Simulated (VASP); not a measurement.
Output of a VASP run:

OSZICAR:
```
...
DAV:  12    -0.244275729613E+02    0.19008E-04   -0.13033E-04  2804   0.157E-01    0.952E-03
DAV:  13    -0.244275724617E+02    0.49961E-06   -0.97526E-06  2765   0.405E-02    0.251E-03
DAV:  14    -0.244275724276E+02    0.34096E-07   -0.37921E-07  2479   0.764E-03
   1 F= -.24106960E+02 E0= -.24106665E+02  d E =-.241070E+02
       N       E                     dE             d eps       ncg     rms          rms(c)
DAV:   1    -0.244639353340E+02   -0.36363E-01   -0.89191E-01  2384   0.147E+01    0.193E+00
DAV:   2    -0.244260236846E+02    0.37912E-01   -0.22626E-01  2999   0.692E+00    0.385E-01
DAV:   3    -0.244220667945E+02    0.39569E-02   -0.16183E-02  2674   0.151E+00    0.160E-01
DAV:   4    -0.244223281708E+02   -0.26138E-03   -0.58671E-03  2762   0.599E-01    0.982E-02
DAV:   5    -0.244228847991E+02   -0.55663E-03   -0.75671E-04  3155   0.226E-01    0.265E-02
DAV:   6    -0.244229973487E+02   -0.11255E-03   -0.29017E-04  3095   0.887E-02    0.203E-02
DAV:   7    -0.244230152741E+02   -0.17925E-04   -0.39002E-05  2903   0.541E-02    0.926E-03
DAV:   8    -0.244230148739E+02    0.40022E-06   -0.42816E-06  2598   0.226E-02    0.206E-03
DAV:   9    -0.244230151917E+02   -0.31776E-06   -0.80126E-07  2442   0.811E-03    0.180E-03
DAV:  10    -0.244230151938E+02   -0.21619E-08   -0.12580E-07  1732   0.402E-03
   2 F= -.24107073E+02 E0= -.24106775E+02  d E =-.112990E-03
       N       E                     dE             d eps       ncg     rms          rms(c)
DAV:   1    -0.244361369391E+02   -0.13122E-01   -0.21128E-01  2394   0.720E+00    0.954E-01
DAV:   2    -0.244271942045E+02    0.89427E-02   -0.58983E-02  2948   0.348E+00    0.194E-01
DAV:   3    -0.244261013237E+02    0.10929E-02   -0.43879E-03  2703   0.801E-01    0.750E-02
DAV:   4    -0.244261700144E+02   -0.68691E-04   -0.13564E-03  2733   0.275E-01    0.454E-02
DAV:   5    -0.244263035845E+02   -0.13357E-03   -0.19497E-04  3297   0.953E-02    0.188E-02
DAV:   6    -0.244263223857E+02   -0.18801E-04   -0.52152E-05  3065   0.447E-02    0.105E-02
DAV:   7    -0.244263265216E+02   -0.41359E-05   -0.81323E-06  3088   0.230E-02    0.253E-03
DAV:   8    -0.244263264489E+02    0.72715E-07   -0.14567E-06  2818   0.814E-03    0.745E-04
DAV:   9    -0.244263264471E+02    0.18197E-08   -0.62572E-08  1358   0.245E-03
   3 F= -.24108127E+02 E0= -.24107830E+02  d E =-.116693E-02
       N       E                     dE             d eps       ncg     rms          rms(c)
DAV:   1    -0.244263787074E+02   -0.52258E-04   -0.93777E-05  2399   0.153E-01    0.200E-02
DAV:   2    -0.244263747821E+02    0.39253E-05   -0.25818E-05  2985   0.731E-02    0.408E-03
DAV:   3    -0.244263742836E+02    0.49853E-06   -0.18873E-06  2758   0.165E-02    0.157E-03
DAV:   4    -0.244263742470E+02    0.36607E-07   -0.61236E-07  2307   0.593E-03
   4 F= -.24108126E+02 E0= -.24107830E+02  d E =-.116659E-02
       N       E                     dE             d eps       ncg     rms          rms(c)
DAV:   1    -0.244264602600E+02   -0.85976E-04   -0.45553E-03  2344   0.109E+00    0.695E-02
DAV:   2    -0.244264091828E+02    0.51077E-04   -0.22674E-04  2184   0.152E-01    0.389E-02
DAV:   3    -0.244263836967E+02    0.25486E-04   -0.39576E-05  2694   0.811E-02    0.552E-03
DAV:   4    -0.244263836071E+02    0.89649E-07   -0.27271E-06  2349   0.204E-02    0.232E-03
DAV:   5    -0.244263836628E+02   -0.55747E-07   -0.19199E-07  1785   0.557E-03
   5 F= -.24108170E+02 E0= -.24107878E+02  d E =-.434452E-04
```

OUTCAR:
```
------------------------ aborting loop because EDIFF is reached ----------------------------------------
  FORCE on cell =-STRESS in cart. coord.  units (eV):
  Direction    XX          YY          ZZ          XY          YZ          ZX
  --------------------------------------------------------------------------------------
  Total        0.3167026      0.3167026      0.3074565      0.0000000      0.0000000      0.0000000
  in kB       19.9050206     19.9050210     19.3238965      0.0000000      0.0000000      0.0000000
  external PRESSURE =      -0.2886873 kB  Pullay stress =      20.0000000 kB
  volume of cell :       25.49
      direct lattice vectors                 reciprocal lattice vectors
     1.512604078 -2.619907141 -0.000000000     0.330555766 -0.190846459  0.000000000
     1.512604078  2.619907141  0.000000000     0.330555766  0.190846459  0.000000000
    -0.000000000 -0.000000000  3.216313385    -0.000000000 -0.000000000  0.310914976
 POSITION                                       TOTAL-FORCE (eV/Angst)
 -----------------------------------------------------------------------------------
      1.51260      2.61991      3.21631        -0.000000     -0.000000      0.000000
      1.51260      0.87330      1.60816         0.000000     -0.000000     -0.000000
      1.51260     -0.87330      1.60816         0.000000      0.000000      0.000000
 -----------------------------------------------------------------------------------
    total drift:                                0.000000      0.000000      0.000000
  FREE ENERGIE OF THE ION-ELECTRON SYSTEM (eV)
  ---------------------------------------------------
  free  energy   TOTEN  =       -24.4263836628 eV

  energy  without entropy=      -24.4255084140  energy(sigma->0) =      -24.42609191
  enthalpy is  TOTEN    =       -24.1081699194 eV   P V=        0.3182137434

 reached required accuracy - stopping structural energy minimisation
```
(Selected blocks of OUTCAR.)

### POSCAR
```
TiB2
1
    1.5155072911    -2.6249356539     0.0000000000
    1.5155072911     2.6249356539     0.0000000000
    0.0000000000     0.0000000000     3.2281552472
Ti B
1 2
Direct
  0.0000000000   0.0000000000   0.0000000000
  0.3333330000   0.6666670000   0.5000000000
  0.6666670000   0.3333330000   0.5000000000
```

Q: Write an INCAR and KPOINTS that could have produced this output.

A: This is not unique; one that fits is the input of the run itself, PBE GGA, plane waves, VASP's PBE PAW potentials (set 64).

### INCAR
```
ALGO = Normal
EDIFF = 1E-7
EDIFFG = -0.01
ENCUT = 600
GGA = PE
IBRION = 2
ISIF = 3
ISMEAR = 1
LASPH = .TRUE.
LCHARG = .FALSE.
LMAXMIX = 4
LREAL = .FALSE.
LWAVE = .FALSE.
NELM = 100
NSW = 40
PREC = Accurate
PSTRESS = 20
SIGMA = 0.1
SYSTEM = TiB2
```

**KPOINTS**
```
Automatic mesh
0
Gamma
10 10 10
0 0 0
```

POTCAR, in this order: Ti_sv B (PBE.64 set). Program: vasp_std.

The compound is TiB2 in the AlB2 type structure. This run relaxes it under an external pressure of 2 GPa. Symmetry was kept, so distortions that lower it aren't found.
